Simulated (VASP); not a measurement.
Computed with PBE GGA, VASP's PBE PAW potentials (set 64) (plane waves; VASP 6.6.1).

A VASP calculation is set up with these files.

File KPOINTS:
```
Automatic mesh
0
Gamma
9 9 9
0 0 0
```

### POSCAR
```
BAs
1
    0.0000000000     2.4082175096     2.4082175096
    2.4082175096     0.0000000000     2.4082175096
    2.4082175096     2.4082175096     0.0000000000
B As
1 1
Direct
  0.0000000000   0.0000000000   0.0000000000
  0.2500000000   0.2500000000   0.2500000000
```

**INCAR**
```
PREC = Accurate
ENCUT = 620   ! plane-wave cut-off (eV)
NELM = 100
LMAXMIX = 4
ALGO = Normal   ! blocked Davidson
ISMEAR = 0
GGA = PE   ! PBE
SIGMA = 0.05   ! width (eV)
EDIFF = 1E-6
LREAL = .False.
SYSTEM = BAs
LCHARG = .False.
IBRION = 2   ! conjugate gradients
LWAVE = .False.
ISIF = 3   ! ions, shape and volume
LASPH = .True.
PSTRESS = 50
NSW = 40
EDIFFG = -0.02   ! ionic stop
```

POTCAR, in this order: B As (PBE.64 set). Program: vasp_std.

**Question.** What will the output report for the number of irreducible k-points (NKPTS), largest plane-wave count, number of space-group operations, FFT grid (NGX, NGY, NGZ)?

**Answer.** 
```
Property                                      Result
--------------------------------------  ------------
number of irreducible k-points (NKPTS)            35
largest plane-wave count                        1002
number of space-group operations                  24
FFT grid (NGX, NGY, NGZ)                28 × 28 × 28
```

The compound is BAs in the zinc blende structure. This run relaxes it under an external pressure of 5 GPa. Symmetry was kept, so distortions that lower it aren't found.
